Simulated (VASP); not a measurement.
Wanted: the native input for a VASP 6.6.1 run.

```
Task                   : relaxation of cell and atoms
Functional             : PBE
Potentials or basis    : VASP PAW PBE potentials, release 64 (Ga_d, Bi_d, Se)
Cutoff                 : 520 eV
k mesh                 : 3 × 3 × 3
Occupations            : gaussian, width 0.15 eV
Spin                   : no spin polarisation
Further INCAR settings : PREC = Normal; ALGO = Fast; EDIFF = 0.0001; IBRION = 2; EDIFFG = -0.08; NSW = 24; ISIF = 3
```

The structure of GaBiSe3 lies in POSCAR:

```
GaBiSe3
1.0
    5.8443424800      0.0000000000      0.0000000000
   -2.9221712400      5.0613490600      0.0000000000
    0.0000000000      0.0000000000      5.5695152000
Ga Bi Se
1 1 3
Direct
    0.0000000000      0.0000000000      0.5000000000
    0.6666666700      0.3333333300      0.5000000000
    0.0000000000      0.0000000000      0.0000000000
    0.3333333300      0.6666666700      0.5000000000
    0.3333333300      0.6666666700      0.0000000000
```

The cell was built by a generator and needn't be a form met in nature.

The input as run:

INCAR

```
SYSTEM = GaBiSe3
ALGO = Fast ; EDIFF = 1E-4
EDIFFG = -0.08 ; ENCUT = 520
GGA = PE ; IBRION = 2
ISIF = 3 ; ISMEAR = 0
LASPH = .TRUE. ; LCHARG = .FALSE.
LREAL = .FALSE. ; LWAVE = .FALSE.
NELM = 60 ; NSW = 24
PREC = Normal ; SIGMA = 0.15
```

KPOINTS

```
k-points
0
G
  3 3 3
  0 0 0
```

Potentials or basis: VASP PAW PBE potentials, release 64 (Ga_d, Bi_d, Se).

Launch:

```sh
$ cat potpaw_PBE.64/Ga_d/POTCAR potpaw_PBE.64/Bi_d/POTCAR potpaw_PBE.64/Se/POTCAR > POTCAR
$ mpirun -np 1 vasp_std > vasp.out
```

It gave:

```
Relaxed volume                         : 26.07 Å³/atom
Relaxed cell                           : a = 5.447 Å, b = 5.447 Å, c = 5.073 Å, α = 90.00°, β = 90.00°, γ = 120.00°
Space group after relaxing (to 0.05 Å) : P-6m2 (No. 187)
Energy gained by relaxing              : 179.6 meV/atom
Ionic steps                            : 6
Pressure after relaxing                : 0.0 GPa
Band gap on the k mesh                 : none (metal or under the smearing width)
```

Caveat: the k mesh is coarse (spacing up to 0.41 Å⁻¹), so the values aren't converged; the volume moved by over 15 % at a fixed basis, so the end points are rough; spin-orbit coupling is left out, which moves the levels of the heavy elements.

Wall time 54 s on 1 thread of Intel(R) Xeon(R) Platinum 8488C (Sapphire Rapids), with other jobs on the host, peak memory 0.22 GiB.
